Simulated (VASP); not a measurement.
# Na3TeH (Pm-3m) in VASP: a series of runs

The runs below take Na3TeH through relaxation of cell and atoms, with r2SCAN.

Everything below comes from runs of VASP 6.6.1. Logs are shortened: lines on timing, memory, paths and dates and some standing lists are left out, and cuts for length are marked.

## (1) The structure

It takes space group Pm-3m (No. 221, cubic). Conventional cell: a = 4.767 Å, b = 4.767 Å, c = 4.767 Å, α = 90.00°, β = 90.00°, γ = 90.00°. Na (site symmetry 4/mmm) is surrounded by 2 H at 2.38 Å. Around Te (site symmetry m-3m) lie 12 Na at 3.37 Å. Around H (site symmetry m-3m) lie 6 Na at 2.38 Å.

The cell was built by a generator and needn't be a form met in nature.

## (2) Relaxation of cell and atoms, r2SCAN

Input file INCAR:

```
  PREC = Accurate
  ENCUT = 600
  EDIFF = 1E-6
  ISMEAR = 0
  SIGMA = 0.03
  LREAL = False
  LASPH = True
  NELM = 80
  ALGO = Normal
  ISIF = 3
  LWAVE = False
  LCHARG = False
  METAGGA = R2SCAN
  LMIXTAU = True
  IBRION = 2
  NSW = 90
  EDIFFG = -0.01
```

Input file KPOINTS:

```
Automatic mesh
0
Gamma
  6 6 6
```

Input file POSCAR:

```
Na3TeH
1.0
    4.7671700000      0.0000000000      0.0000000000
    0.0000000000      4.7671700000      0.0000000000
    0.0000000000      0.0000000000      4.7671700000
Na Te H
3 1 1
Direct
    0.5000000000      0.0000000000      0.5000000000
    0.0000000000      0.5000000000      0.5000000000
    0.5000000000      0.5000000000      0.0000000000
    0.0000000000      0.0000000000      0.0000000000
    0.5000000000      0.5000000000      0.5000000000
```

Potentials or basis: VASP PAW PBE potentials, release 64 (Na_pv, Te, H).

Run with:

```sh
cat potpaw_PBE.64/Na_pv/POTCAR potpaw_PBE.64/Te/POTCAR potpaw_PBE.64/H/POTCAR > POTCAR
mpirun -np 1 vasp_std > vasp.out
```

OUTCAR:

```text
PREC = Accurate
   ENCUT = 600
   EDIFF = 1E-6
   ISMEAR = 0
   LREAL = False
   LASPH = True
   NELM = 80
   ISIF = 3
   METAGGA = R2SCAN
   IBRION = 2
   NSW = 90
   EDIFFG = -0.01

 ion  position               nearest neighbor table
   1  0.500  0.000  0.500-
   2  0.000  0.500  0.500-
   3  0.500  0.500  0.000-
   4  0.000  0.000  0.000-
   5  0.500  0.500  0.500-

  LATTYP: Found a simple cubic cell.
 ALAT       =     4.7671700000

  Lattice vectors:

 A1 = (   4.7671700000,   0.0000000000,   0.0000000000)
 A2 = (   0.0000000000,   4.7671700000,   0.0000000000)
 A3 = (   0.0000000000,   0.0000000000,   4.7671700000)

Analysis of symmetry for initial positions (statically):
=====================================================================
 Subroutine PRICEL returns:
 Original cell was already a primitive cell.

 Routine SETGRP: Setting up the symmetry group for a
 simple cubic supercell.

 Subroutine GETGRP returns: Found 48 space group operations
 (whereof 48 operations were pure point group operations)
 out of a pool of 48 trial point group operations.

The static configuration has the point symmetry O_h .

Analysis of symmetry for dynamics (positions and initial velocities):
=====================================================================
 Subroutine PRICEL returns:
 Original cell was already a primitive cell.

 Routine SETGRP: Setting up the symmetry group for a
 simple cubic supercell.

 Subroutine GETGRP returns: Found 48 space group operations
 (whereof 48 operations were pure point group operations)
 out of a pool of 48 trial point group operations.

The dynamic configuration has the point symmetry O_h .

 Subroutine INISYM returns: Found 48 space group operations
 (whereof 48 operations are pure point group operations),
 and found     1 'primitive' translations

----------------------------------------------------------------------------------------

                                     Primitive cell

  volume of cell :     108.3383

  direct lattice vectors                    reciprocal lattice vectors
     4.767170000  0.000000000  0.000000000     0.209768059  0.000000000  0.000000000
     0.000000000  4.767170000  0.000000000     0.000000000  0.209768059  0.000000000
     0.000000000  0.000000000  4.767170000     0.000000000  0.000000000  0.209768059

  length of vectors
     4.767170000  4.767170000  4.767170000     0.209768059  0.209768059  0.209768059

  position of ions in fractional coordinates (direct lattice)
     0.500000000  0.000000000  0.500000000
     0.000000000  0.500000000  0.500000000
     0.500000000  0.500000000  0.000000000
     0.000000000  0.000000000  0.000000000
     0.500000000  0.500000000  0.500000000

  ion indices of the primitive-cell ions
   primitive index   ion index
                 1           1
                 2           2
                 3           3
                 4           4
                 5           5

----------------------------------------------------------------------------------------

 KPOINTS: Automatic mesh

Automatic generation of k-mesh.
 Grid dimensions read from file:
 generate k-points for:    6    6    6

 Generating k-lattice:

  Cartesian coordinates                     Fractional coordinates (reciprocal lattice)
     0.034961343  0.000000000  0.000000000     0.166666667  0.000000000  0.000000000
     0.000000000  0.034961343  0.000000000     0.000000000  0.166666667  0.000000000
     0.000000000  0.000000000  0.034961343     0.000000000  0.000000000  0.166666667

  Length of vectors
     0.034961343  0.034961343  0.034961343

  Shift w.r.t. Gamma in fractional coordinates (k-lattice)
     0.000000000  0.000000000  0.000000000

 Subroutine IBZKPT returns following result:
 ===========================================

 Found     20 irreducible k-points:

 Following reciprocal coordinates:
            Coordinates               Weight
  0.000000  0.000000  0.000000      1.000000
  0.166667  0.000000  0.000000      6.000000
  0.333333  0.000000  0.000000      6.000000
  0.500000  0.000000  0.000000      3.000000
  0.166667  0.166667  0.000000     12.000000
  0.333333  0.166667  0.000000     24.000000
[... 12 lines left out ...]
  0.500000  0.500000  0.333333      6.000000
  0.500000  0.500000  0.500000      1.000000
   k-points           NKPTS =     20   k-points in BZ     NKDIM =     20   number of bands    NBANDS=     18
   number of dos      NEDOS =    301   number of ions     NIONS =      5
   total plane-waves  NPLWV =  64000
   dimension x,y,z NGX =    40 NGY =   40 NGZ =   40
   dimension x,y,z NGXF=    80 NGYF=   80 NGZF=   80
   ions per type =               3   1   1
   NGX,Y,Z   is equivalent  to a cutoff of  13.95, 13.95, 13.95 a.u.
   NGXF,Y,Z  is equivalent  to a cutoff of  27.90, 27.90, 27.90 a.u.
 SYSTEM =  unknown system
   PREC   = accura    normal or accurate (medium, high low for compatibility)
   ISTART =      0    job   : 0-new  1-cont  2-samecut
   ICHARG =      2    charge: 1-file 2-atom 10-const
   ISPIN  =      1    spin polarized calculation?
   LNONCOLLINEAR =      F non collinear calculations
   LSORBIT =      F    spin-orbit coupling
   LASPH  =      T    aspherical Exc in radial PAW
   ENCUT  =  600.0 eV  44.10 Ry    6.64 a.u.   9.52  9.52  9.52*2*pi/ulx,y,z
   NELM   =     80;   NELMIN=  2; NELMDL= -5     # of ELM steps
   EDIFF  = 0.1E-05   stopping-criterion for ELM
   LREAL  =      F    real-space projection
   EDIFFG = -.1E-01   stopping-criterion for IOM
   NSW    =     90    number of steps for IOM
   IBRION =      2    ionic relax: 0-MD 1-quasi-New 2-CG
   NFREE  =      1    steps in history (QN), initial steepest desc. (CG)
   ISIF   =      3    stress and relaxation
   ISYM   =      2    0-nonsym 1-usesym 2-fastsym
   POTIM  = 0.5000    time-step for ionic-motion
   TEBEG  =    0.0;   TEEND  =   0.0 temperature during run
   PSTRESS=    0.0 pullay stress
   NELECT =      28.0000    total number of electrons
   NUPDOWN=      -1.0000    fix difference up-down
   EMIN   =  10.00;   EMAX   =-10.00  energy-range for DOS
   EFERMI =   0.00;   METHOD = LEGACY
   ISMEAR =     0;   SIGMA  =   0.03  broadening in eV -4-tet -1-fermi 0-gaus
   EFERMI_NEDOS =   21; number of points for ismear=-14 and -15
   IALGO  =     38    algorithm
   IMIX   =      4    mixing-type and parameters
     AMIX     =   0.40;   BMIX     =  1.00
     AMIX_MAG =   1.60;   BMIX_MAG =  1.00
  volume/ion in A,a.u.               =      21.67       146.22
  Fermi-wavevector in a.u.,A,eV,Ry     =   1.042798  1.970603 14.795352  1.087428
  Thomas-Fermi vector in A             =   2.177479
   LORBIT       =      0    0 simple, 1 ext, 2 COOP (PROOUT), +10 PAW based schemes
   METAGGA = R2SCAN    functional components
   LHFCALC =     F    Hartree Fock is set to
   AEXX    =    0.0000 exact exchange contribution
   IVDW    =     0    specifies the selected vdW correction
   LEPSILON=     F    determine dielectric tensor
   LRPA    =     F    only Hartree local field effects (RPA)
 conjugate gradient relaxation of ions
 non-spin polarized calculation
 Gauss-broadening in eV      SIGMA  =   0.03
  energy-cutoff  :      600.00
  volume of cell :      108.34
 maximum number of plane-waves:      3695
 NGX is ok and might be reduce to    40
   NGX = 19   NGY = 19   NGZ = 19

--------------------------------------- Ionic step        1  -------------------------------------------

 number of electron      27.9999987 magnetization

 Free energy of the ion-electron system (eV)
  ---------------------------------------------------
  ext. energy  EPLUGINS =         0.00000000
  ---------------------------------------------------
  free energy    TOTEN  =       -43.56197283 eV

  energy without entropy =      -43.56197283  energy(sigma->0) =      -43.56197283

------------------------ aborting loop because EDIFF is reached ----------------------------------------

  FORCE on cell =-STRESS in cart. coord.  units (eV):
  Direction    XX          YY          ZZ          XY          YZ          ZX
  --------------------------------------------------------------------------------------
  -------------------------------------------------------------------------------------
  Total       -0.5920168     -0.5920168     -0.5920168      0.0000000      0.0000000      0.0000000
  in kB       -8.7551327     -8.7551327     -8.7551327      0.0000000      0.0000000      0.0000000
  external PRESSURE =      -8.7551327 kB  Pullay stress =       0.0000000 kB

 VOLUME and BASIS-vectors are now :
 -----------------------------------------------------------------------------
  energy-cutoff  :      600.00
  volume of cell :      108.34
      direct lattice vectors                 reciprocal lattice vectors
     4.767170000  0.000000000  0.000000000     0.209768059  0.000000000  0.000000000
     0.000000000  4.767170000  0.000000000     0.000000000  0.209768059  0.000000000
     0.000000000  0.000000000  4.767170000     0.000000000  0.000000000  0.209768059
[... 118 lines left out ...]
 POSITION                                       TOTAL-FORCE (eV/Angst)
 -----------------------------------------------------------------------------------
      2.34619      0.00000      2.34619         0.000000     -0.000000      0.000000
      0.00000      2.34619      2.34619         0.000000     -0.000000      0.000000
      2.34619      2.34619     -0.00000        -0.000000      0.000000      0.000000
      0.00000      0.00000      0.00000         0.000000      0.000000      0.000000
      2.34619      2.34619      2.34619        -0.000000      0.000000      0.000000
 -----------------------------------------------------------------------------------
    total drift:                               -0.000000     -0.000000     -0.000000

  FREE ENERGIE OF THE ION-ELECTRON SYSTEM (eV)
  ---------------------------------------------------
  free  energy   TOTEN  =       -43.5741125551 eV

  energy  without entropy=      -43.5741125551  energy(sigma->0) =      -43.57411256

--------------------------------------- Ionic step        5  -------------------------------------------

 number of electron      27.9999982 magnetization

 Free energy of the ion-electron system (eV)
  ---------------------------------------------------
  ext. energy  EPLUGINS =         0.00000000
  ---------------------------------------------------
  free energy    TOTEN  =       -43.57438800 eV

  energy without entropy =      -43.57438800  energy(sigma->0) =      -43.57438800

 E-fermi :   1.5969     XC(G=0):  -8.6819

 val. band max:        1.4415812749   @ k =   0.5000   0.5000   0.0000
 cond. band min:       4.8592702287   @ k =   0.5000   0.5000   0.5000
 fundamental gap:      3.4176889538
 Fermi energy:         1.5969092787

 k-point     1 :       0.0000    0.0000    0.0000
  band No.  band energies     occupation
      1     -22.6859      2.00000
      2     -22.6859      2.00000
      3     -22.6859      2.00000
      4     -22.6488      2.00000
      5     -22.6488      2.00000
      6     -22.6488      2.00000
[... 10 lines left out ...]
     17       6.5587      0.00000
     18       9.0374      0.00000
[... 419 lines left out ...]
 POSITION                                       TOTAL-FORCE (eV/Angst)
 -----------------------------------------------------------------------------------
      2.35305      0.00000      2.35305         0.000000     -0.000000      0.000000
      0.00000      2.35305      2.35305         0.000000     -0.000000      0.000000
      2.35305      2.35305     -0.00000        -0.000000      0.000000      0.000000
      0.00000      0.00000      0.00000        -0.000000      0.000000      0.000000
      2.35305      2.35305      2.35305        -0.000000      0.000000      0.000000
 -----------------------------------------------------------------------------------
    total drift:                               -0.000000     -0.000000     -0.000000

  FREE ENERGIE OF THE ION-ELECTRON SYSTEM (eV)
  ---------------------------------------------------
  free  energy   TOTEN  =       -43.5743879994 eV

  energy  without entropy=      -43.5743879994  energy(sigma->0) =      -43.57438800

 reached required accuracy - stopping structural energy minimisation
```

Wall time 6.9 min (1 thread of Intel Xeon Platinum 8488C (Sapphire Rapids), shared host); peak memory 0.3 GiB.

What came out:

- Free energy: -43.5744 eV
- Relaxed volume: 20.85 Å³/atom
- Relaxed cell: a = 4.706 Å, b = 4.706 Å, c = 4.706 Å, α = 90.00°, β = 90.00°, γ = 90.00°
- Space group after relaxing (to 0.05 Å): Pm-3m (No. 221)
- Energy gained by relaxing: 2.5 meV/atom
- Ionic steps: 5
- Pressure after relaxing: 0.0 GPa
- Band gap on the k mesh: 3.42 eV, indirect (least direct gap 3.63 eV)

The path:
| step | energy change (eV) | largest force (eV/Å) | pressure (GPa) | volume (Å³) |
| --- | --- | --- | --- | --- |
| 1 | 0.0000 | 0.0000 | -0.88 | 108.34 |
| 2 | -0.0082 | 0.0000 | -0.46 | 106.49 |
| 3 | -0.0110 | 0.0000 | -0.30 | 105.43 |
| 4 | -0.0121 | 0.0000 | 0.23 | 103.32 |
| 5 | -0.0124 | 0.0000 | 0.01 | 104.23 |

Final structure:
```yaml
crystal:
  lattice:
    - [4.70609, 0.00000, 0.00000]
    - [0.00000, 4.70609, 0.00000]
    - [0.00000, 0.00000, 4.70609]
  atoms:
    - { symbol: Na, position: [0.50000, 0.00000, 0.50000] }
    - { symbol: Na, position: [0.00000, 0.50000, 0.50000] }
    - { symbol: Na, position: [0.50000, 0.50000, 0.00000] }
    - { symbol: Te, position: [0.00000, 0.00000, 0.00000] }
    - { symbol: H, position: [0.50000, 0.50000, 0.50000] }
```

Levels at points of the mesh, in eV from the valence-band top:
| k point | band 12 | band 13 | band 14 | band 15 | band 16 | band 17 |
| --- | --- | --- | --- | --- | --- | --- |
| (0.00, 0.00, 0.00) | -0.40 | -0.40 | -0.40 | 4.69 | 4.69 | 5.12 |
| (0.50, 0.00, 0.00) | -0.66 | -0.18 | -0.18 | 3.45 | 5.32 | 5.55 |
| (0.50, 0.50, 0.00) | -1.88 | -1.88 | 0.00 | 5.21 | 5.64 | 6.64 |
| (0.50, 0.50, 0.50) | -1.44 | -1.44 | -1.44 | 3.42 | 3.42 | 3.42 |

Caveat: the PAW data sets were made with another functional, which shifts forces and pressure a little; spin-orbit coupling is left out, which moves the levels of the heavy elements.

(Continued in part 2 of 2.)
